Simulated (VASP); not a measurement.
All values below come from LDA (Ceperley-Alder, Perdew-Zunger), VASP's LDA PAW potentials (set 64) (plane waves; VASP).

A VASP calculation is set up with these files.

KPOINTS:
```
Automatic mesh
0
Gamma
  7 7 2
```

INCAR:
```
SYSTEM = WSe2
PREC = Accurate
ENCUT = 400
EDIFF = 1E-6
NELM = 100
ALGO = Normal
LREAL = .FALSE.
LASPH = .TRUE.
ISMEAR = 0
SIGMA = 0.05
LMAXMIX = 6
LWAVE = .FALSE.
LCHARG = .FALSE.
IBRION = 2
ISIF = 3
NSW = 60
EDIFFG = -0.02
```

POSCAR:
```
WSe2
1
    1.6269669366    -2.8179890797    -0.0000000000
    1.6269669366     2.8179890797     0.0000000000
    0.0000000000     0.0000000000    12.9302460855
W Se
2 4
Direct
  0.3333330000   0.6666670000   0.2500000000
  0.6666670000   0.3333330000   0.7500000000
  0.3333330000   0.6666670000   0.8791394661
  0.6666670000   0.3333330000   0.3791394661
  0.6666670000   0.3333330000   0.1208605339
  0.3333330000   0.6666670000   0.6208605339
```

POTCAR, in this order: W_sv Se (LDA.64 set). Program: vasp_std.

Output of the run:

**OUTCAR**
```
 ion  position               nearest neighbor table
   1  0.333  0.667  0.250-   4 2.51   5 2.51   4 2.51   5 2.51   4 2.51   5 2.51
   2  0.667  0.333  0.750-   3 2.51   6 2.51   3 2.51   6 2.51   3 2.51   6 2.51
   3  0.333  0.667  0.879-   2 2.51   2 2.51   2 2.51
   4  0.667  0.333  0.379-   1 2.51   1 2.51   1 2.51
   5  0.667  0.333  0.121-   1 2.51   1 2.51   1 2.51
   6  0.333  0.667  0.621-   2 2.51   2 2.51   2 2.51
  LATTYP: Found a hexagonal cell.
 ALAT       =     3.2539335989
 C/A-ratio  =     3.9737277029
 Subroutine PRICEL returns:
 Original cell was already a primitive cell.
 Subroutine GETGRP returns: Found 24 space group operations
The static configuration has the point symmetry D_3d.
 The point group associated with its full space group is D_6h.
The dynamic configuration has the point symmetry D_3d.
 Subroutine INISYM returns: Found 24 space group operations
 Subroutine IBZKPT returns following result:
 Found     16 irreducible k-points:

 Following reciprocal coordinates:
            Coordinates               Weight
  0.000000  0.000000  0.000000      1.000000
  0.142857 -0.000000  0.000000      6.000000
  0.285714  0.000000  0.000000      6.000000
  0.428571 -0.000000  0.000000      6.000000
  0.142857  0.142857  0.000000      6.000000
  0.285714  0.142857  0.000000     12.000000
  0.428571  0.142857  0.000000      6.000000
  0.285714  0.285714  0.000000      6.000000
  0.000000  0.000000  0.500000      1.000000
  0.142857 -0.000000  0.500000      6.000000
  0.285714  0.000000  0.500000      6.000000
  0.428571 -0.000000  0.500000      6.000000
  0.142857  0.142857  0.500000      6.000000
  0.285714  0.142857  0.500000     12.000000
  0.428571  0.142857  0.500000      6.000000
  0.285714  0.285714  0.500000      6.000000
   k-points           NKPTS =     16   k-points in BZ     NKDIM =     16   number of bands    NBANDS=     31
   number of dos      NEDOS =    301   number of ions     NIONS =      6
   total plane-waves  NPLWV =  48384
   dimension x,y,z NGX =    24 NGY =   24 NGZ =   84
   dimension x,y,z NGXF=    48 NGYF=   48 NGZF=  168
   ions per type =               2   4
   PREC   = accura    normal or accurate (medium, high low for compatibility)
   ISTART =      0    job   : 0-new  1-cont  2-samecut
   ICHARG =      2    charge: 1-file 2-atom 10-const
   ISPIN  =      1    spin polarized calculation?
   LNONCOLLINEAR =      F non collinear calculations
   LSORBIT =      F    spin-orbit coupling
   INIWAV =      1    electr: 0-lowe 1-rand  2-diag
   ENCUT  =  400.0 eV  29.40 Ry    5.42 a.u.   5.31  5.31 21.09*2*pi/ulx,y,z
   NELM   =    100;   NELMIN=  2; NELMDL= -5     # of ELM steps
   EDIFF  = 0.1E-05   stopping-criterion for ELM
   LREAL  =      F    real-space projection
   NLSPLINE    = F    spline interpolate recip. space projectors
   LMAXMIX     =    6 max onsite mixed and CHGCAR
   VOSKOWN=      0    Vosko Wilk Nusair interpolation
   EDIFFG = -.2E-01   stopping-criterion for IOM
   NSW    =     60    number of steps for IOM
   NBLOCK =      1;   KBLOCK =     60    inner block; outer block
   IBRION =      2    ionic relax: 0-MD 1-quasi-New 2-CG
   NFREE  =      1    steps in history (QN), initial steepest desc. (CG)
   ISIF   =      3    stress and relaxation
   ISYM   =      2    0-nonsym 1-usesym 2-fastsym
   TEIN   =    0.0    initial temperature
   TEBEG  =    0.0;   TEEND  =   0.0 temperature during run
   SMASS  =  -3.00    Nose mass-parameter (am)
   PSTRESS=    0.0 pullay stress
   NELECT =      52.0000    total number of electrons
   EFERMI =   0.00;   METHOD = LEGACY
   ISMEAR =     0;   SIGMA  =   0.05  broadening in eV -4-tet -1-fermi 0-gaus
   IALGO  =     38    algorithm
   LDIAG  =      T    sub-space diagonalisation (order eigenvalues)
   IMIX   =      4    mixing-type and parameters
...
```

**OSZICAR**
```
...
DAV:   5    -0.484926697994E+02    0.20019E-06   -0.58487E-06  1087   0.132E-02
   2 F= -.48492670E+02 E0= -.48492670E+02  d E =-.297957E-03
       N       E                     dE             d eps       ncg     rms          rms(c)
DAV:   1    -0.484973691545E+02   -0.46992E-02   -0.26125E-01   992   0.306E+00    0.376E-01
DAV:   2    -0.484940558460E+02    0.33133E-02   -0.27646E-02  1119   0.982E-01    0.209E-01
DAV:   3    -0.484934920641E+02    0.56378E-03   -0.14457E-03  1145   0.206E-01    0.110E-01
DAV:   4    -0.484932476138E+02    0.24445E-03   -0.99482E-04  1179   0.146E-01    0.303E-02
DAV:   5    -0.484932437074E+02    0.39063E-05   -0.65648E-05  1189   0.442E-02    0.250E-02
DAV:   6    -0.484932435484E+02    0.15901E-06   -0.99620E-06  1011   0.152E-02
   3 F= -.48493244E+02 E0= -.48493244E+02  d E =-.871706E-03
       N       E                     dE             d eps       ncg     rms          rms(c)
DAV:   1    -0.485094057076E+02   -0.16162E-01   -0.10453E+00   992   0.613E+00    0.749E-01
DAV:   2    -0.484961219781E+02    0.13284E-01   -0.11093E-01  1105   0.196E+00    0.416E-01
DAV:   3    -0.484938754283E+02    0.22465E-02   -0.58379E-03  1160   0.413E-01    0.217E-01
DAV:   4    -0.484929134686E+02    0.96196E-03   -0.38149E-03  1172   0.287E-01    0.607E-02
DAV:   5    -0.484928996081E+02    0.13861E-04   -0.25104E-04  1226   0.872E-02    0.501E-02
DAV:   6    -0.484928987478E+02    0.86028E-06   -0.38282E-05  1175   0.298E-02    0.255E-02
DAV:   7    -0.484928949576E+02    0.37902E-05   -0.12853E-05  1151   0.169E-02    0.489E-03
DAV:   8    -0.484928946957E+02    0.26197E-06   -0.18179E-06   716   0.745E-03
   4 F= -.48492895E+02 E0= -.48492895E+02  d E =-.522853E-03
       N       E                     dE             d eps       ncg     rms          rms(c)
DAV:   1    -0.485005237224E+02   -0.76288E-02   -0.45491E-01   992   0.406E+00    0.507E-01
DAV:   2    -0.484948107416E+02    0.57130E-02   -0.49561E-02  1143   0.132E+00    0.279E-01
DAV:   3    -0.484937883822E+02    0.10224E-02   -0.27410E-03  1161   0.279E-01    0.145E-01
DAV:   4    -0.484933509324E+02    0.43745E-03   -0.17920E-03  1143   0.200E-01    0.416E-02
DAV:   5    -0.484933473557E+02    0.35767E-05   -0.99905E-05  1194   0.536E-02    0.322E-02
DAV:   6    -0.484933468806E+02    0.47506E-06   -0.11451E-05  1056   0.168E-02    0.165E-02
DAV:   7    -0.484933455527E+02    0.13279E-05   -0.52327E-06  1016   0.108E-02    0.234E-03
DAV:   8    -0.484933454665E+02    0.86243E-07   -0.44818E-07   608   0.392E-03
   5 F= -.48493345E+02 E0= -.48493345E+02  d E =-.973624E-03
       N       E                     dE             d eps       ncg     rms          rms(c)
DAV:   1    -0.484936336503E+02   -0.28810E-03   -0.57927E-03  1028   0.568E-01    0.107E-01
DAV:   2    -0.484934863175E+02    0.14733E-03   -0.11212E-03  1130   0.212E-01    0.404E-02
DAV:   3    -0.484934558918E+02    0.30426E-04   -0.11988E-04  1129   0.486E-02    0.158E-02
DAV:   4    -0.484934488475E+02    0.70442E-05   -0.24019E-05  1097   0.289E-02    0.127E-02
DAV:   5    -0.484934485349E+02    0.31262E-06   -0.24238E-06   883   0.953E-03
   6 F= -.48493449E+02 E0= -.48493449E+02  d E =-.103068E-03
       N       E                     dE             d eps       ncg     rms          rms(c)
DAV:   1    -0.484953501145E+02   -0.19013E-02   -0.52316E-02  1035   0.171E+00    0.322E-01
DAV:   2    -0.484940091873E+02    0.13409E-02   -0.10147E-02  1115   0.637E-01    0.120E-01
DAV:   3    -0.484937352927E+02    0.27389E-03   -0.10725E-03  1114   0.146E-01    0.472E-02
DAV:   4    -0.484936721560E+02    0.63137E-04   -0.21829E-04  1125   0.866E-02    0.377E-02
DAV:   5    -0.484936693154E+02    0.28406E-05   -0.23179E-05  1257   0.288E-02    0.211E-02
DAV:   6    -0.484936660526E+02    0.32627E-05   -0.13331E-05  1086   0.166E-02    0.417E-03
DAV:   7    -0.484936659063E+02    0.14632E-06   -0.19510E-06   623   0.847E-03
   7 F= -.48493666E+02 E0= -.48493666E+02  d E =-.320440E-03
       N       E                     dE             d eps       ncg     rms          rms(c)
DAV:   1    -0.485003963731E+02   -0.67303E-02   -0.20940E-01  1014   0.341E+00    0.642E-01
DAV:   2    -0.484950486323E+02    0.53477E-02   -0.40417E-02  1116   0.127E+00    0.241E-01
DAV:   3    -0.484939644217E+02    0.10842E-02   -0.43111E-03  1116   0.291E-01    0.944E-02
DAV:   4    -0.484937135556E+02    0.25087E-03   -0.85879E-04  1097   0.172E-01    0.756E-02
DAV:   5    -0.484937018188E+02    0.11737E-04   -0.92489E-05  1295   0.577E-02    0.419E-02
DAV:   6    -0.484936889785E+02    0.12840E-04   -0.53024E-05  1207   0.329E-02    0.816E-03
DAV:   7    -0.484936884361E+02    0.54243E-06   -0.77849E-06   991   0.156E-02
   8 F= -.48493688E+02 E0= -.48493688E+02  d E =-.342970E-03
       N       E                     dE             d eps       ncg     rms          rms(c)
DAV:   1    -0.484953075784E+02   -0.16186E-02   -0.48256E-02  1028   0.164E+00    0.312E-01
DAV:   2    -0.484940693239E+02    0.12383E-02   -0.95649E-03  1117   0.617E-01    0.117E-01
DAV:   3    -0.484938119038E+02    0.25742E-03   -0.10174E-03  1116   0.142E-01    0.455E-02
DAV:   4    -0.484937524962E+02    0.59408E-04   -0.20239E-04  1069   0.838E-02    0.364E-02
DAV:   5    -0.484937500692E+02    0.24269E-05   -0.22188E-05  1270   0.277E-02    0.205E-02
DAV:   6    -0.484937468647E+02    0.32046E-05   -0.13172E-05  1087   0.163E-02    0.410E-03
DAV:   7    -0.484937467276E+02    0.13708E-06   -0.18492E-06   622   0.833E-03
   9 F= -.48493747E+02 E0= -.48493747E+02  d E =-.401261E-03
       N       E                     dE             d eps       ncg     rms          rms(c)
DAV:   1    -0.484937563971E+02   -0.95324E-05   -0.29153E-04  1034   0.127E-01    0.248E-02
DAV:   2    -0.484937487370E+02    0.76601E-05   -0.56452E-05  1137   0.480E-02    0.919E-03
DAV:   3    -0.484937471808E+02    0.15562E-05   -0.60503E-06   954   0.110E-02    0.355E-03
DAV:   4    -0.484937468228E+02    0.35805E-06   -0.11521E-06   552   0.649E-03
  10 F= -.48493747E+02 E0= -.48493747E+02  d E =-.401356E-03
       N       E                     dE             d eps       ncg     rms          rms(c)
DAV:   1    -0.484940597809E+02   -0.31260E-03   -0.10187E-02  1021   0.754E-01    0.141E-01
DAV:   2    -0.484937984718E+02    0.26131E-03   -0.19701E-03  1108   0.281E-01    0.532E-02
DAV:   3    -0.484937449347E+02    0.53537E-04   -0.20723E-04  1108   0.645E-02    0.211E-02
DAV:   4    -0.484937324899E+02    0.12445E-04   -0.42027E-05  1090   0.381E-02    0.171E-02
DAV:   5    -0.484937318782E+02    0.61165E-06   -0.44356E-06   991   0.129E-02
  11 F= -.48493732E+02 E0= -.48493732E+02  d E =-.386412E-03
       N       E                     dE             d eps       ncg     rms          rms(c)
DAV:   1    -0.484939585252E+02   -0.22604E-03   -0.66805E-03  1028   0.611E-01    0.114E-01
DAV:   2    -0.484937901052E+02    0.16842E-03   -0.13231E-03  1117   0.230E-01    0.435E-02
DAV:   3    -0.484937548295E+02    0.35276E-04   -0.14123E-04  1108   0.529E-02    0.170E-02
DAV:   4    -0.484937467514E+02    0.80781E-05   -0.27006E-05  1076   0.305E-02    0.136E-02
DAV:   5    -0.484937463408E+02    0.41055E-06   -0.29273E-06   921   0.105E-02
  12 F= -.48493746E+02 E0= -.48493746E+02  d E =-.400874E-03
       N       E                     dE             d eps       ncg     rms          rms(c)
DAV:   1    -0.484938180859E+02   -0.71334E-04   -0.14938E-03  1062   0.262E-01    0.419E-02
DAV:   2    -0.484937944261E+02    0.23660E-04   -0.15389E-04  1143   0.831E-02    0.152E-02
DAV:   3    -0.484937895691E+02    0.48570E-05   -0.16176E-05  1092   0.179E-02    0.916E-03
DAV:   4    -0.484937885983E+02    0.97079E-06   -0.30659E-06   839   0.110E-02
  13 F= -.48493789E+02 E0= -.48493789E+02  d E =-.422575E-04
```

### OUTCAR
```
------------------------ aborting loop because EDIFF is reached ----------------------------------------
  FORCE on cell =-STRESS in cart. coord.  units (eV):
  Direction    XX          YY          ZZ          XY          YZ          ZX
  --------------------------------------------------------------------------------------
  Total       -0.0687236     -0.0687236      0.1060669      0.0000000     -0.0000000     -0.0000000
  in kB       -0.9357333     -0.9357331      1.4441954      0.0000000     -0.0000000     -0.0000000
  external PRESSURE =      -0.1424237 kB  Pullay stress =       0.0000000 kB
  volume of cell :      117.67
      direct lattice vectors                 reciprocal lattice vectors
     1.628078717 -2.819914739  0.000000000     0.307110458 -0.177310325  0.000000000
     1.628078717  2.819914739 -0.000000000     0.307110458  0.177310325  0.000000000
    -0.000000000  0.000000000 12.815138597    -0.000000000  0.000000000  0.078032710
 POSITION                                       TOTAL-FORCE (eV/Angst)
 -----------------------------------------------------------------------------------
      1.62808      0.93997      3.20378         0.000000      0.000000      0.000000
      1.62808     -0.93997      9.61135        -0.000000      0.000000      0.000000
      1.62808      0.93997     11.28014        -0.000000      0.000000      0.019525
      1.62808     -0.93997      4.87257         0.000000     -0.000000      0.019525
      1.62808     -0.93997      1.53500        -0.000000     -0.000000     -0.019525
      1.62808      0.93997      7.94257         0.000000     -0.000000     -0.019525
 -----------------------------------------------------------------------------------
    total drift:                                0.000136      0.001071     -0.000033
  FREE ENERGIE OF THE ION-ELECTRON SYSTEM (eV)
  ---------------------------------------------------
  free  energy   TOTEN  =       -48.4937885983 eV

  energy  without entropy=      -48.4937885983  energy(sigma->0) =      -48.49378860

 reached required accuracy - stopping structural energy minimisation
```
(Selected blocks of OUTCAR.)

### CONTCAR
```
WSe2
   1.00000000000000
     1.6280787168970188   -2.8199147390146577    0.0000000000000000
     1.6280787168970188    2.8199147390146577   -0.0000000000000000
    -0.0000000000000000    0.0000000000000000   12.8151385968311207
  W               Se
     2     4
Direct
     0.3333330000000032    0.6666669999999968    0.2500000000000000
     0.6666669999999968    0.3333330000000032    0.7500000000000000
     0.3333330000000032    0.6666669999999968    0.8802197501976010
     0.6666669999999968    0.3333330000000032    0.3802197501976007
     0.6666669999999968    0.3333330000000032    0.1197802498023992
     0.3333330000000032    0.6666669999999968    0.6197802498023990
```

The compound is WSe2 in the 2H layered structure. This run relaxes it. Symmetry was kept, so distortions that lower it aren't found. The start is the result of an earlier pass.
